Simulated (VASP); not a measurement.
A 59-atom supercell of SrTiO$_{3}$ (cubic perovskite) holds Sr vacancy in charge state -2. It is relaxed twice, with the total moment held at 0 and at 2 μB. All values below come from PBE GGA, VASP's PBE PAW potentials (set 64) (plane waves; VASP). Settings: PREC = Normal, LREAL = Auto, ISYM = 0, NELECT = 376.0, EDIFF = 1E-5, 400 eV cut-off, 1×1×1 Γ-centred mesh, Gaussian smearing of 0.050 eV, potentials Sr_sv Ti O.

The cell is charged, with a uniform compensating background. The supercell is sampled at Γ alone, which is coarse: total energies, pressure and levels can be off, energies of defects by several tenths of an eV.

Problem. Which spin state lies lower, and by how much?

Solution. The state with 0 μB lies lower, by 2.40 eV.

The cell is a supercell with a defect, built from SrTiO3 (cubic perovskite, the ideal cubic form; the compound distorts at low or room temperature).
